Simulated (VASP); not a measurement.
# ZrW: structure and properties in VASP, part 4 of 5

What structure does ZrW take at this level, and what are its properties? The cell is invented: it takes the structure of a Materials Project entry for MoRu (space group 187 there), with all of its atoms replaced by other elements, volume scaled by an estimate. It may not be a known or stable phase.

VASP 6.6.1, plane waves and PAW; the level of theory is named at each step.

Still holding for the runs below: The k-mesh is coarse for a metal.

So far. Step 5 (Bands along the symmetry lines (LDA)): There is no gap at this level. Step 6 (Total and projected DOS (LDA)): The finer mesh and the other smearing move the Fermi level by -0.01 eV from the 11×11×5 run, a small shift, which tests the Fermi level alone. Of the states within 0.3 eV of the Fermi level, the largest shares in the PAW spheres are W d 38 %, Zr d 27 % and W p 9 %. The rest lies in smaller channels or between the spheres. The relaxed cell has a = 2.804, c = 5.238 Å (conventional setting).

## 7. Vibrations at Γ (LDA)

Level of this step: LDA; plane waves and PAW (W, Zr_sv); invented cell (VASP).

Zone-centre modes test whether the atoms sit at a minimum within this cell. IBRION = 8 takes the force constants from linear response, which needs tightly converged orbitals.

The input, INCAR:

```
SYSTEM = ZrW
PREC = Accurate
ENCUT = 400
EDIFF = 1E-08
NELM = 100
ISMEAR = -1
SIGMA = 0.05
LREAL = .FALSE.
ALGO = Normal
GGA = CA
NBANDS = 15
LORBIT = 11
LWAVE = .FALSE.
LCHARG = .FALSE.
IBRION = 8
ISIF = 2
```

The input, POSCAR:

```
ZrW
1.0
    2.8043403618      0.0000000497      0.0000000000
   -1.4021705923      2.4286304127      0.0000000000
    0.0000000000      0.0000000000      5.2379057669
W Zr
1 1
Direct
    0.3333333300      0.6666666700      0.0000000000
    0.0000000000      0.0000000000      0.5000000000
```

The input, KPOINTS:

```
Automatic mesh
0
Gamma
11 11 5
0 0 0
```

PAW data sets: W and Zr_sv (LDA family, release 64).

Started as:

```sh
$ mpirun -np 1 vasp_std
```

The log of the run:

```text
[... set-up lines as in an earlier step ...]
 entering main loop
       N       E                     dE             d eps       ncg     rms          rms(c)
[... 11 cycles as in an earlier step ...]
DAV:  12    -0.225829684277E+02    0.18967E-05   -0.64631E-06  1695   0.248E-02    0.215E-02
DAV:  13    -0.225829673899E+02    0.10378E-05   -0.12792E-06  1884   0.923E-03    0.531E-03
DAV:  14    -0.225829673470E+02    0.42886E-07   -0.13743E-07  1799   0.310E-03    0.208E-03
DAV:  15    -0.225829673451E+02    0.18752E-08   -0.52991E-09   867   0.634E-04
   1 F= -.22582967E+02 E0= -.22571432E+02  d E =-.230705E-01
 Linear response reoptimize wavefunctions to high precision
DAV:   1    -0.225829673417E+02    0.34186E-08   -0.39674E-09  1770   0.376E-04
DAV:   2    -0.225829673417E+02   -0.77307E-11   -0.10998E-10   755   0.734E-05
 Linear response DOF=           4
 Linear response progress:
  Degree of freedom:   1/  4
       N       E                     dE             d eps       ncg     rms          rms(c)
RMM:   1    -0.107201863286E+00   -0.10720E+00   -0.78034E-02  8651   0.136E+00
RMM:   2    -0.107519842005E+00   -0.31798E-03   -0.26781E-03  9051   0.237E-01    0.129E-01
RMM:   3    -0.106515254719E+00    0.10046E-02   -0.38631E-04  9571   0.916E-02    0.740E-02
RMM:   4    -0.105877525421E+00    0.63773E-03   -0.61610E-04  9871   0.111E-01    0.134E-02
RMM:   5    -0.105901795413E+00   -0.24270E-04   -0.29087E-05 11574   0.197E-02    0.703E-03
RMM:   6    -0.105908234014E+00   -0.64386E-05   -0.77146E-06 12081   0.772E-03    0.224E-03
RMM:   7    -0.105904697030E+00    0.35370E-05   -0.31377E-06 11897   0.377E-03    0.550E-04
RMM:   8    -0.105904454185E+00    0.24285E-06   -0.10116E-06 13104   0.166E-03    0.140E-04
RMM:   9    -0.105904089317E+00    0.36487E-06   -0.55407E-07 13853   0.747E-04    0.545E-05
RMM:  10    -0.105904102440E+00   -0.13123E-07   -0.33626E-07 13722   0.358E-04    0.460E-05
RMM:  11    -0.105904045630E+00    0.56810E-07   -0.14291E-07 13539   0.191E-04    0.709E-06
RMM:  12    -0.105904075116E+00   -0.29486E-07   -0.91905E-08 14022   0.973E-05    0.950E-06
RMM:  13    -0.105904044534E+00    0.30582E-07   -0.41823E-08 13489   0.522E-05    0.191E-06
RMM:  14    -0.105904079258E+00   -0.34724E-07   -0.26372E-08 13959   0.286E-05    0.134E-06
RMM:  15    -0.105904063591E+00    0.15667E-07   -0.13156E-08 12842   0.159E-05    0.959E-07
RMM:  16    -0.105904074788E+00   -0.11197E-07   -0.83664E-09 11732   0.981E-06    0.472E-07
RMM:  17    -0.105904069773E+00    0.50154E-08   -0.43190E-09 11153   0.666E-06    0.153E-07
 first order change of Fermi-energy  -0.13998E-04
 force on displaced ion       1 direction 1 :   0.601  -0.001   0.000
 Linear response progress:
  Degree of freedom:   2/  4
       N       E                     dE             d eps       ncg     rms          rms(c)
RMM:   1    -0.141651561395E+00   -0.14165E+00   -0.75697E-02  3902   0.150E+00
RMM:   2    -0.140173145428E+00    0.14784E-02   -0.57531E-03  3541   0.347E-01    0.149E-01
RMM:   3    -0.139984553773E+00    0.18859E-03   -0.17317E-03  3619   0.176E-01    0.763E-02
RMM:   4    -0.139970348984E+00    0.14205E-04   -0.28400E-04  3807   0.761E-02    0.370E-02
RMM:   5    -0.140063334866E+00   -0.92986E-04   -0.11148E-04  3684   0.490E-02    0.644E-03
RMM:   6    -0.140069394037E+00   -0.60592E-05   -0.43422E-05  4500   0.174E-02    0.397E-03
RMM:   7    -0.140071264418E+00   -0.18704E-05   -0.81409E-06  4253   0.711E-03    0.104E-03
RMM:   8    -0.140070455214E+00    0.80920E-06   -0.26244E-06  4615   0.339E-03    0.439E-04
RMM:   9    -0.140069331473E+00    0.11237E-05   -0.23760E-06  4684   0.156E-03    0.199E-04
RMM:  10    -0.140068680044E+00    0.65143E-06   -0.62840E-07  4836   0.732E-04    0.389E-05
RMM:  11    -0.140068627435E+00    0.52609E-07   -0.49829E-07  4883   0.358E-04    0.379E-05
RMM:  12    -0.140068598969E+00    0.28466E-07   -0.14591E-07  4858   0.175E-04    0.136E-05
RMM:  13    -0.140068573888E+00    0.25081E-07   -0.96296E-08  4877   0.939E-05    0.720E-06
RMM:  14    -0.140068566405E+00    0.74829E-08   -0.31897E-08  4870   0.473E-05    0.181E-06
 first order change of Fermi-energy   0.15608E-03
 force on displaced ion       1 direction 3 :  -0.000   0.000 -10.427
 Linear response progress:
  Degree of freedom:   3/  4
       N       E                     dE             d eps       ncg     rms          rms(c)
RMM:   1    -0.610323542257E+00   -0.61032E+00    0.29034E+00  6033   0.146E+01
RMM:   2    -0.547102577584E+00    0.63221E-01   -0.22924E-01  8604   0.293E+00    0.237E-01
RMM:   3    -0.548922876320E+00   -0.18203E-02   -0.33767E-02 10494   0.882E-01    0.791E-02
RMM:   4    -0.550863209914E+00   -0.19403E-02   -0.37932E-03 12801   0.289E-01    0.222E-02
RMM:   5    -0.551181632501E+00   -0.31842E-03   -0.67058E-04 13334   0.106E-01    0.154E-02
RMM:   6    -0.551148401599E+00    0.33231E-04   -0.14998E-04 13605   0.429E-02    0.704E-03
RMM:   7    -0.551108862936E+00    0.39539E-04    0.22445E-05 13785   0.186E-02    0.185E-03
RMM:   8    -0.551079891220E+00    0.28972E-04    0.13740E-06 13818   0.947E-03    0.844E-04
RMM:   9    -0.551073083990E+00    0.68072E-05    0.41837E-07 14532   0.491E-03    0.474E-04
RMM:  10    -0.551072127210E+00    0.95678E-06   -0.19768E-06 14124   0.275E-03    0.147E-04
RMM:  11    -0.551072691816E+00   -0.56461E-06   -0.27808E-06 14430   0.170E-03    0.470E-05
RMM:  12    -0.551072427740E+00    0.26408E-06   -0.22905E-06 14572   0.113E-03    0.184E-05
RMM:  13    -0.551071865693E+00    0.56205E-06   -0.17685E-06 14382   0.807E-04    0.284E-05
RMM:  14    -0.551072123511E+00   -0.25782E-06   -0.15924E-06 13964   0.601E-04    0.176E-05
RMM:  15    -0.551072263313E+00   -0.13980E-06   -0.13560E-06 14671   0.457E-04    0.340E-05
RMM:  16    -0.551072116256E+00    0.14706E-06   -0.11498E-06 13639   0.361E-04    0.266E-05
RMM:  17    -0.551072011797E+00    0.10446E-06   -0.97063E-07 14391   0.289E-04    0.244E-05
RMM:  18    -0.551071917077E+00    0.94720E-07   -0.82979E-07 14085   0.236E-04    0.226E-05
RMM:  19    -0.551071995698E+00   -0.78620E-07   -0.70666E-07 13737   0.194E-04    0.266E-05
 first order change of Fermi-energy   0.63624E-04
 force on displaced ion       2 direction 1 :   0.606  -0.000   0.000
 Linear response progress:
  Degree of freedom:   4/  4
       N       E                     dE             d eps       ncg     rms          rms(c)
RMM:   1    -0.847246494146E+00   -0.84725E+00    0.36645E+00  2364   0.159E+01
RMM:   2    -0.792380082404E+00    0.54866E-01   -0.27177E-01  3207   0.300E+00    0.241E-01
RMM:   3    -0.797006741205E+00   -0.46267E-02   -0.42111E-02  3608   0.882E-01    0.748E-02
RMM:   4    -0.799551808725E+00   -0.25451E-02   -0.44123E-03  4082   0.305E-01    0.230E-02
RMM:   5    -0.799768872943E+00   -0.21706E-03   -0.73505E-04  4743   0.101E-01    0.211E-02
RMM:   6    -0.799519855431E+00    0.24902E-03   -0.10539E-04  4755   0.436E-02    0.503E-03
RMM:   7    -0.799502171708E+00    0.17684E-04   -0.39674E-05  4797   0.192E-02    0.227E-03
RMM:   8    -0.799521470762E+00   -0.19299E-04   -0.63907E-05  4646   0.124E-02    0.905E-04
RMM:   9    -0.799500610896E+00    0.20860E-04   -0.63631E-05  4727   0.721E-03    0.256E-04
RMM:  10    -0.799504593923E+00   -0.39830E-05   -0.52463E-05  5075   0.453E-03    0.209E-04
RMM:  11    -0.799504417511E+00    0.17641E-06   -0.46476E-05  5182   0.312E-03    0.132E-04
RMM:  12    -0.799503706564E+00    0.71095E-06   -0.41561E-05  5087   0.234E-03    0.458E-05
RMM:  13    -0.799504075744E+00   -0.36918E-06   -0.37134E-05  5281   0.178E-03    0.160E-05
RMM:  14    -0.799503900031E+00    0.17571E-06   -0.33377E-05  4962   0.143E-03    0.383E-05
RMM:  15    -0.799504364821E+00   -0.46479E-06   -0.30666E-05  5068   0.118E-03    0.694E-05
RMM:  16    -0.799503732028E+00    0.63279E-06   -0.26803E-05  4507   0.996E-04    0.469E-05
RMM:  17    -0.799503791616E+00   -0.59589E-07   -0.24707E-05  5260   0.827E-04    0.549E-05
RMM:  18    -0.799503815374E+00   -0.23758E-07   -0.21877E-05  5045   0.705E-04    0.635E-05
RMM:  19    -0.799503713309E+00    0.10207E-06   -0.19778E-05  4510   0.610E-04    0.640E-05
RMM:  20    -0.799503519089E+00    0.19422E-06   -0.17896E-05  4208   0.533E-04    0.587E-05
 first order change of Fermi-energy   0.57866E-04
 force on displaced ion       2 direction 3 :  -0.000  -0.000 -10.427
 Linear response finished
```

Elapsed: 9.7 min, on 1 MPI rank of AMD EPYC 7R43, shared host; peak memory 0.26 GiB.

OUTCAR, selected parts (step 7):

```text
   NELECT =      18.0000    total number of electrons

  Total       -0.0066775     -0.0066776      0.0023391      0.0000000     -0.0000000      0.0000000
  in kB       -0.2999009     -0.2999010      0.1050514      0.0000000     -0.0000000      0.0000000
  external PRESSURE =      -0.1649168 kB  Pullay stress =       0.0000000 kB

 Eigenvectors and eigenvalues of the dynamical matrix
 ----------------------------------------------------

   1 f  =    6.465054 THz    40.621134 2PiTHz  215.650999 cm-1    26.737304 meV
             X         Y         Z           dx          dy          dz
     -0.000000  1.619087  0.000000    -0.000000    0.000000   -0.575865
      0.000000  0.000000  2.618953     0.000000    0.000000    0.817545

   2 f  =    0.003081 THz     0.019360 2PiTHz    0.102779 cm-1     0.012743 meV
             X         Y         Z           dx          dy          dz
     -0.000000  1.619087  0.000000    -0.278031    0.770018   -0.000000
      0.000000  0.000000  2.618953    -0.195024    0.540127   -0.000000

   3 f  =    0.003081 THz     0.019360 2PiTHz    0.102779 cm-1     0.012743 meV
             X         Y         Z           dx          dy          dz
     -0.000000  1.619087  0.000000    -0.770018   -0.278031    0.000000
      0.000000  0.000000  2.618953    -0.540127   -0.195024    0.000000

   4 f/i=    0.000099 THz     0.000622 2PiTHz    0.003304 cm-1     0.000410 meV
             X         Y         Z           dx          dy          dz
     -0.000000  1.619087  0.000000    -0.000000   -0.000000   -0.817545
      0.000000  0.000000  2.618953    -0.000000   -0.000000   -0.575865

   5 f/i=    1.556151 THz     9.777582 2PiTHz   51.907594 cm-1     6.435719 meV
             X         Y         Z           dx          dy          dz
     -0.000000  1.619087  0.000000     0.540103    0.195089   -0.000000
      0.000000  0.000000  2.618953    -0.769984   -0.278124   -0.000000

   6 f/i=    1.556151 THz     9.777584 2PiTHz   51.907606 cm-1     6.435720 meV
             X         Y         Z           dx          dy          dz
     -0.000000  1.619087  0.000000     0.195089   -0.540103    0.000000
      0.000000  0.000000  2.618953    -0.278124    0.769984    0.000000

 ELASTIC MODULI CONTR FROM IONIC RELAXATION (kBar)
 Direction    XX          YY          ZZ          XY          YZ          ZX
 --------------------------------------------------------------------------------
 XX          -0.0000      0.0000      0.0000     -0.0000      0.0000     -0.0000
 YY           0.0000     -0.0000     -0.0000      0.0000     -0.0000      0.0000
 ZZ           0.0000     -0.0000     -0.0000      0.0000     -0.0000      0.0000
 XY          -0.0000      0.0000      0.0000     -0.0000      0.0000     -0.0000
 YZ           0.0000     -0.0000     -0.0000      0.0000     -0.0000      0.0000
 ZX          -0.0000      0.0000      0.0000     -0.0000      0.0000     -0.0000
 --------------------------------------------------------------------------------

[... 9 parts as in an earlier step ...]

[... 3 further parts left out ...]
```

Energies printed during the response cycles are not total energies of the cell.

This step gave:

| Property | Result |
| --- | --- |
| bands | 15 |
| irreducible k-points | 48 |
| pressure of the cell | -0.01649 GPa |
| largest force of the cell | 0 eV/Å |
| Fermi energy | 9.104 eV |

The modes at Γ (shares of kinetic energy by element, %) (negative means imaginary):

```csv
mode,frequency (cm⁻¹),symmetry,W %,Zr %
1,-51.9,E',33,67
2,-51.9,E',33,67
3,0.0,acoustic,67,33
4,0.1,acoustic,67,33
5,0.1,acoustic,67,33
6,215.7,A2'',33,67
```

Displacements in mode 1 (-51.9 cm⁻¹), the largest set to 1:
```
W1   0.18 -0.49  0.00
Zr2 -0.36  1.00  0.00
```

Displacements in mode 6 (215.7 cm⁻¹), the largest set to 1:
```
W1   0.00  0.00 -0.50
Zr2  0.00  0.00  1.00
```

The three acoustic modes lie within 0.1 cm⁻¹ of zero, but 2 optical modes are imaginary, so the cell is a saddle point and not a minimum. By the characters of their eigenvectors the optical modes sort into (cm⁻¹) Raman active: E' 52i; infrared active: E' 52i, A2'' 216.

(Continued in part 5 of 5.)

[Lines on the potential files, build, host, timing and source positions are cut from VASP's logs without a mark.]

[Logs are printed without paths, hosts, clocks, repeated set-up lines and the standing remarks that a program may print on its own settings, such as how far it seeks lower states.]

[Hosts, paths, dates, database ids (printed as entryN), source tags and the programs' standing remarks are cut or masked in the printed files.]

[A measured line is paired with the nearest computed mode of its activity, which favours agreement.]

[In band tables of VASP the shares of atoms and orbitals are scaled to a sum of 1 inside the atoms' spheres.]
